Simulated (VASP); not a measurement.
Input:

```yaml
crystal:
  lattice:
    - [2.69212, 0.00000, 0.00000]
    - [0.00000, 2.69212, 0.00000]
    - [0.00000, 0.00000, 2.69212]
  atoms:
    - { symbol: Ir, position: [0.00201, 0.00058, 0.98699] }
    - { symbol: B, position: [0.49799, 0.49942, 0.51301] }
```

Computed with PBE GGA, VASP's PBE PAW potentials (set 64) (plane waves; VASP). Settings: 400 eV cut-off, 6×6×6 Γ-centred mesh, Gaussian smearing of 0.27 eV, potentials Ir B.

At this cut-off the stress carries a Pulay error, which pulls relaxed volumes low.

### Question
Give the stress tensor in GPa (positive for a compressed cell).

### Answer

```
19.87   0.01  -0.28
 0.01  19.89  -0.08
-0.28  -0.08  19.40
```
The pressure is its mean diagonal, 19.72 GPa.

The structure was generated: BIr was put into an ordered model structure, which need not be its known phase. The cell was not relaxed at this level, atoms are displaced from their ideal sites. The k-mesh is coarse (spacing up to 0.39 per Å, 2π included), so the numbers may not be converged in it.
